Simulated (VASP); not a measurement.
Input:

```xyz
2
Lattice="0.0000 2.9883 2.9883 2.9883 0.0000 2.9883 2.9883 2.9883 0.0000" Properties=species:S:1:pos:R:3 pbc="T T T"
P      2.9883     2.9883     2.9883
La     0.0000     0.0000     0.0000
```

Computed with PBEsol GGA, VASP's PBE PAW potentials (set 64) (plane waves; VASP). Run with 400 eV cut-off, Gaussian smearing of 0.050 eV, potentials P La.

### Question
Give the energies of bands 6 to 11 at the high-symmetry points, in eV from the Fermi level.

### Answer

| band | Γ | X | U | L | W |
|---|---|---|---|---|---|
| 6 | 0.10 | -0.87 | -1.65 | -3.16 | -1.73 |
| 7 | 0.10 | -0.23 | -0.99 | -1.74 | -1.00 |
| 8 | 0.10 | -0.10 | -0.94 | -1.74 | -1.00 |
| 9 | 1.72 | -0.10 | 1.33 | 2.58 | 2.26 |
| 10 | 1.72 | 3.10 | 2.99 | 2.94 | 2.26 |
| 11 | 1.72 | 3.14 | 3.01 | 2.94 | 3.17 |

It has no gap at this level: it comes out as a metal or semimetal.

The structure comes from a measured LaP entry (Fm-3m) of the Crystallography Open Database, whose conditions weren't checked. It was relaxed first.
